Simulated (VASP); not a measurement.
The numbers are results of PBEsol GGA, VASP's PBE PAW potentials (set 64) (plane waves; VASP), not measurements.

VASP ran on this input.

### INCAR
```
EDIFF=1E-6
LMAXMIX=4
SIGMA=0.05
LWAVE=.False.
NELM=100
NSW=60   # most ionic steps
GGA=PS
IBRION=2
ALGO=Normal
ISMEAR=0
EDIFFG=-0.01
PREC=Accurate
LASPH=.True.   # aspherical one-centre terms
ENCUT=400   # plane-wave cut-off (eV)
LCHARG=.False.
LREAL=.False.   # projection in real space or not
ISIF=3   # ions, shape and volume
SYSTEM=ZnS
```

### KPOINTS
```
Automatic mesh
0
Gamma
8 8 8
0 0 0
```

POSCAR:
```
ZnS
1
    0.0000000000     2.6776703000     2.6776703000
    2.6776703000     0.0000000000     2.6776703000
    2.6776703000     2.6776703000    -0.0000000000
Zn S
1 1
Direct
  0.0000000000   0.0000000000   0.0000000000
  0.2500000000   0.2500000000   0.2500000000
```

POTCAR, in this order: Zn S (PBE.64 set). Program: vasp_std.

The run wrote:

### OUTCAR
```
 ion  position               nearest neighbor table
   1  0.000  0.000  0.000-   2 2.32   2 2.32   2 2.32   2 2.32
   2  0.250  0.250  0.250-   1 2.32   1 2.32   1 2.32   1 2.32
  LATTYP: Found a face centered cubic cell.
 ALAT       =     5.3553406000
 Subroutine PRICEL returns:
 Original cell was already a primitive cell.
 Subroutine GETGRP returns: Found 24 space group operations
The static configuration has the point symmetry T_d .
The dynamic configuration has the point symmetry T_d .
 Subroutine INISYM returns: Found 24 space group operations
 Subroutine IBZKPT returns following result:
 Found     29 irreducible k-points:

 Following reciprocal coordinates:
            Coordinates               Weight
  0.000000  0.000000  0.000000      1.000000
  0.125000  0.000000  0.000000      8.000000
  0.250000  0.000000  0.000000      8.000000
  0.375000  0.000000  0.000000      8.000000
  0.500000  0.000000  0.000000      4.000000
  0.125000  0.125000  0.000000      6.000000
  0.250000  0.125000  0.000000     24.000000
  0.375000  0.125000  0.000000     24.000000
  0.500000  0.125000  0.000000     24.000000
 -0.375000  0.125000  0.000000     24.000000
 -0.250000  0.125000  0.000000     24.000000
 -0.125000  0.125000  0.000000     12.000000
  0.250000  0.250000  0.000000      6.000000
  0.375000  0.250000  0.000000     24.000000
  0.500000  0.250000  0.000000     24.000000
 -0.375000  0.250000  0.000000     24.000000
 -0.250000  0.250000  0.000000     12.000000
  0.375000  0.375000  0.000000      6.000000
  0.500000  0.375000  0.000000     24.000000
 -0.375000  0.375000  0.000000     12.000000
  0.500000  0.500000  0.000000      3.000000
  0.375000  0.250000  0.125000     24.000000
  0.500000  0.250000  0.125000     48.000000
 -0.375000  0.250000  0.125000     24.000000
...
```

**OSZICAR**
```
       N       E                     dE             d eps       ncg     rms          rms(c)
DAV:   1     0.778068350774E+02    0.77807E+02   -0.79101E+03   754   0.139E+03
DAV:   2    -0.291017503946E+01   -0.80717E+02   -0.76259E+02   829   0.252E+02
DAV:   3    -0.793240785589E+01   -0.50222E+01   -0.50014E+01   919   0.666E+01
DAV:   4    -0.799390388948E+01   -0.61496E-01   -0.61477E-01   869   0.797E+00
DAV:   5    -0.799488552898E+01   -0.98164E-03   -0.98161E-03   894   0.964E-01    0.726E+00
DAV:   6    -0.760523919264E+01    0.38965E+00   -0.10319E+00  1024   0.402E+01    0.560E+00
DAV:   7    -0.759009366420E+01    0.15146E-01   -0.34675E-01   779   0.619E+00    0.266E+00
DAV:   8    -0.758700712617E+01    0.30865E-02   -0.55218E-03   894   0.749E-01    0.716E-01
DAV:   9    -0.758676299249E+01    0.24413E-03   -0.86714E-04   892   0.356E-01    0.113E-01
DAV:  10    -0.758684579443E+01   -0.82802E-04   -0.18266E-04   853   0.202E-01    0.691E-02
DAV:  11    -0.758684302490E+01    0.27695E-05   -0.51860E-05   909   0.162E-01    0.817E-03
DAV:  12    -0.758684289594E+01    0.12897E-06   -0.30670E-06   809   0.348E-02
   1 F= -.75868429E+01 E0= -.75868429E+01  d E =-.758684E+01
```

OUTCAR:
```
------------------------ aborting loop because EDIFF is reached ----------------------------------------
  FORCE on cell =-STRESS in cart. coord.  units (eV):
  Direction    XX          YY          ZZ          XY          YZ          ZX
  --------------------------------------------------------------------------------------
  Total        0.0096288      0.0096288      0.0096288     -0.0000000     -0.0000000      0.0000000
  in kB        0.4017728      0.4017728      0.4017728     -0.0000000     -0.0000000      0.0000000
  external PRESSURE =       0.4017728 kB  Pullay stress =       0.0000000 kB
  volume of cell :       38.40
      direct lattice vectors                 reciprocal lattice vectors
     0.000000000  2.677670300  2.677670300    -0.186729486  0.186729486  0.186729486
     2.677670300  0.000000000  2.677670300     0.186729486 -0.186729486  0.186729486
     2.677670300  2.677670300  0.000000000     0.186729486  0.186729486 -0.186729486
  FREE ENERGIE OF THE ION-ELECTRON SYSTEM (eV)
  ---------------------------------------------------
  free  energy   TOTEN  =        -7.5868428959 eV

  energy  without entropy=       -7.5868428959  energy(sigma->0) =       -7.58684290

 reached required accuracy - stopping structural energy minimisation
```
(Selected blocks of OUTCAR.)

The compound is ZnS in the zinc blende structure. It was relaxed first. The start is the result of an earlier pass.
